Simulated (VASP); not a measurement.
Output of a VASP run:

OSZICAR:
```
       N       E                     dE             d eps       ncg     rms          rms(c)
DAV:   1     0.557641635393E+02    0.55764E+02   -0.67216E+03   848   0.113E+03
DAV:   2    -0.104013001353E+02   -0.66165E+02   -0.58463E+02   996   0.186E+02
DAV:   3    -0.123509291092E+02   -0.19496E+01   -0.19313E+01  1056   0.318E+01
DAV:   4    -0.123688901593E+02   -0.17961E-01   -0.17949E-01  1008   0.357E+00
DAV:   5    -0.123691826477E+02   -0.29249E-03   -0.29248E-03  1060   0.480E-01    0.837E+00
DAV:   6    -0.119394589476E+02    0.42972E+00   -0.24480E+00   956   0.153E+01    0.229E+00
DAV:   7    -0.118615187980E+02    0.77940E-01   -0.20271E-01   912   0.457E+00    0.167E+00
DAV:   8    -0.118330994201E+02    0.28419E-01   -0.34771E-02   976   0.191E+00    0.240E-01
DAV:   9    -0.118331592494E+02   -0.59829E-04   -0.18942E-03  1020   0.420E-01    0.159E-01
DAV:  10    -0.118332891270E+02   -0.12988E-03   -0.32516E-04   944   0.160E-01    0.207E-02
DAV:  11    -0.118332858754E+02    0.32516E-05   -0.19833E-05  1024   0.473E-02    0.983E-03
DAV:  12    -0.118332869234E+02   -0.10481E-05   -0.32535E-06   924   0.143E-02    0.193E-03
DAV:  13    -0.118332868249E+02    0.98586E-07   -0.52253E-07  1024   0.718E-03
   1 F= -.11833287E+02 E0= -.11833832E+02  d E =0.163649E-02
```

### OUTCAR
```
------------------------ aborting loop because EDIFF is reached ----------------------------------------
  FORCE on cell =-STRESS in cart. coord.  units (eV):
  Direction    XX          YY          ZZ          XY          YZ          ZX
  --------------------------------------------------------------------------------------
  Total       -1.2835033     -1.2835033     -1.2835033      0.0000000     -0.0000000     -0.0000000
  in kB      -38.7035540    -38.7035540    -38.7035540      0.0000000     -0.0000000     -0.0000000
  external PRESSURE =     -38.7035540 kB  Pullay stress =       0.0000000 kB
  volume of cell :       53.13
      direct lattice vectors                 reciprocal lattice vectors
     0.000000000  2.983840289  2.983840289    -0.167569290  0.167569290  0.167569290
     2.983840289  0.000000000  2.983840289     0.167569290 -0.167569290  0.167569290
     2.983840289  2.983840289  0.000000000     0.167569290  0.167569290 -0.167569290
 POSITION                                       TOTAL-FORCE (eV/Angst)
 -----------------------------------------------------------------------------------
      1.49192      1.49192      1.49192         0.000000      0.000000      0.000000
      4.47576      4.47576      4.47576        -0.000000     -0.000000     -0.000000
      0.00000      0.00000      0.00000         0.000000      0.000000      0.000000
 -----------------------------------------------------------------------------------
    total drift:                                0.000000     -0.000000      0.000000
  FREE ENERGIE OF THE ION-ELECTRON SYSTEM (eV)
  ---------------------------------------------------
  free  energy   TOTEN  =       -11.8332868249 eV

  energy  without entropy=      -11.8349233184  energy(sigma->0) =      -11.83383232
```
(Selected blocks of OUTCAR.)

POSCAR:
```
PtAl2
1
    0.0000000000     2.9838402886     2.9838402886
    2.9838402886     0.0000000000     2.9838402886
    2.9838402886     2.9838402886     0.0000000000
Al Pt
2 1
Direct
  0.2500000000   0.2500000000   0.2500000000
  0.7500000000   0.7500000000   0.7500000000
  0.0000000000   0.0000000000   0.0000000000
```

Q: Write an INCAR and KPOINTS that could have produced this output.

A: This is not unique; one that fits is the input of the run itself, vdW-DF-cx, plane waves, VASP's PBE PAW potentials (set 64).

### INCAR
```
SYSTEM = PtAl2
PREC = Accurate
ENCUT = 520
EDIFF = 1E-7
NELM = 100
ALGO = Normal
LREAL = .FALSE.
LASPH = .TRUE.
ISMEAR = 1
SIGMA = 0.1
GGA = CX
LUSE_VDW = .TRUE.
AGGAC = 0.0
LMAXMIX = 6
LWAVE = .FALSE.
LCHARG = .FALSE.
ISIF = 2
```

KPOINTS:
```
Automatic mesh
0
Gamma
9 9 9
0 0 0
```

POTCAR, in this order: Al Pt (PBE.64 set). Program: vasp_std.

The compound is PtAl2 in the fluorite structure. This cell is one point of a volume scan, at 1.03 of the reference volume.
